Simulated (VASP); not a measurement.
Input:

```xyz
1
Lattice="0.0000 1.7848 1.7848 1.7848 0.0000 1.7848 1.7848 1.7848 0.0000" Properties=species:S:1:pos:R:3 pbc="T T T"
Cu     0.0000     0.0000     0.0000
```

Method: PBEsol GGA, VASP's PBE PAW potentials (set 64) (plane waves; VASP). Settings: 520 eV cut-off, 17×17×17 Γ-centred mesh, first-order Methfessel-Paxton smearing of 0.10 eV, potentials Cu.

Predict the energy per atom (σ→0), band gap (on the k-mesh) with the smallest direct gap where there is one.

```yaml
band gap (on the k-mesh): none (metal, semimetal or under 0.01 eV)
energy per atom (σ→0): -4.308 eV/atom
```

The absolute energy has meaning only against runs of the same code, potentials and settings.

The compound is Cu in the fcc structure. It was relaxed first.
